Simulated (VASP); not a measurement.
The system is ScAl3N4.

```
CELL_PARAMETERS angstrom
6.37400 0.00000 0.00000
-3.18700 5.52005 0.00000
0.00000 0.00000 4.95700
ATOMIC_POSITIONS crystal
Al 0.16667 0.33333 0.00000
Al 0.16667 0.83333 0.00000
Al 0.66667 0.83333 0.00000
Al 0.33333 0.66667 0.50000
Al 0.83333 0.16667 0.50000
Al 0.83333 0.66667 0.50000
Sc 0.66667 0.33333 0.00000
Sc 0.33333 0.16667 0.50000
N 0.16667 0.33333 0.38200
N 0.16667 0.83333 0.38200
N 0.66667 0.33333 0.38200
N 0.66667 0.83333 0.38200
N 0.33333 0.16667 0.88200
N 0.33333 0.66667 0.88200
N 0.83333 0.16667 0.88200
N 0.83333 0.66667 0.88200
```

The cell comes from a database or a generator and needn't be the stable form of this composition.

- Program: VASP 6.6.1
- Task: relaxation of cell and atoms
- Functional: PBEsol
- Potentials or basis: VASP PAW PBE potentials, release 64 (Al, Sc_sv, N)
- Cutoff: 520 eV
- k mesh: 4 × 4 × 5
- Occupations: gaussian, width 0.03 eV
- Spin: no spin polarisation

At the start: pressure 10.9 GPa; volume 10.90 Å³/atom.

How do energy, volume and symmetry change on relaxing?

Over 19 steps the energy falls by 109.3 meV/atom and the volume is 11.28 Å³/atom (+3.5 %); space group Cmc2_1 (No. 36, to 0.05 Å).

The path:
```csv
step,energy change (eV),largest force (eV/Å),pressure (GPa),volume (Å³)
1,0.0000,4.2818,10.85,174.41
2,-1.0104,1.1689,-11.06,193.69
3,-1.5257,0.6923,-4.42,185.93
4,-1.7137,0.4473,1.11,179.85
5,-1.7155,0.4061,0.59,180.37
6,-1.7347,0.2040,-0.05,180.84
7,-1.7355,0.1868,-0.20,180.95
8,-1.7437,0.0872,-0.13,180.79
9,-1.7445,0.1043,-0.10,180.72
10,-1.7477,0.0404,0.10,180.46
11,-1.7477,0.0399,0.12,180.44
12,-1.7482,0.0242,-0.09,180.62
13,-1.7482,0.0228,-0.06,180.60
14,-1.7483,0.0145,0.02,180.52
15,-1.7484,0.0188,0.04,180.50
16,-1.7484,0.0121,-0.01,180.55
17,-1.7484,0.0117,-0.02,180.56
18,-1.7485,0.0060,0.00,180.54
19,-1.7485,0.0044,0.00,180.54
```

Final structure:
```
Al Sc N
1.0
     6.44818   -0.01710    0.00000
    -3.23890    5.60994    0.00000
     0.00000    0.00000    4.99867
Al Sc N
6 2 8
Direct
  0.16505 0.33606 0.99857
  0.16505 0.82899 0.99857
  0.66938 0.83469 0.99532
  0.33062 0.66531 0.49532
  0.83495 0.16394 0.49857
  0.83495 0.67101 0.49857
  0.67767 0.33883 0.98938
  0.32233 0.16117 0.48938
  0.15476 0.34556 0.37622
  0.15476 0.80920 0.37622
  0.68243 0.34121 0.41362
  0.66486 0.83243 0.38009
  0.31757 0.15879 0.91362
  0.33514 0.66757 0.88009
  0.84524 0.15444 0.87622
  0.84524 0.69080 0.87622
```

Caveat: the PAW data sets were made with another functional, which shifts forces and pressure a little.
